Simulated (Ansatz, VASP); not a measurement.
## Two plane-wave programs on Al3Cl

```
Al Cl
1.0
     2.85676    0.00000    0.00000
    -1.42838    2.47403    0.00000
     0.00000    0.00000   20.10138
Al Cl
3 1
Direct
  0.66667 0.33333 0.19899
  0.33333 0.66667 0.31345
  0.00000 0.00000 0.42790
  0.66667 0.33333 0.51591
```

Alike in both runs: functional PBE; k mesh 9 × 9 × 1; occupations gaussian, width 0.1 eV; no spin polarisation.

Ansatz relaxed the structure, and its values are those at the end. VASP's run is a single point on that final structure, the one shown.

```csv
,VASP,Ansatz
version,VASP 6.6.1,Ansatz 0.2.0
potentials or method,"VASP PAW PBE potentials, release 64 (Al, Cl)","scalar-relativistic, plane waves, PAW"
plane-wave cutoff (eV),520,420
valence electrons in the cell,16,16
```

Ansatz gave:

| Item | Value |
| --- | --- |
| gap on the k mesh at the Fermi level (eV) | none |
| rms of the force components (eV/Å) | 0.111 |

Q: What did VASP give for the same quantities?

A: gap on the k mesh at the Fermi level (eV): none; rms of the force components (eV/Å): 0.110.

A gap of «none» marks a metal or a gap that the smearing closes.
